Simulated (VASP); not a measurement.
Data:

```
CELL_PARAMETERS angstrom
      1.92143    -3.32802     0.00000
      1.92143     3.32802     0.00000
      0.00000     0.00000     6.52944
ATOMIC_POSITIONS crystal
  Sn 0.00000 0.00000 0.00000
  Se 0.33333 0.66667 0.24114
  Se 0.66667 0.33333 0.75886
```

The numbers are results of r2SCAN meta-GGA, VASP's PBE PAW potentials (set 64) (plane waves; VASP), not measurements. Settings: 520 eV cut-off, 6×6×3 Γ-centred mesh, Gaussian smearing of 0.050 eV, potentials Sn_d Se.

Estimate the energy per atom (σ→0).

| Property | Result |
|---|---|
| energy per atom (σ→0) | -18.210 eV/atom |

The absolute energy has meaning only against runs of the same code, potentials and settings.

The compound is SnSe2 in the 1T layered structure. It was relaxed first, which changed the volume by +8 %. The start is the result of an earlier pass.
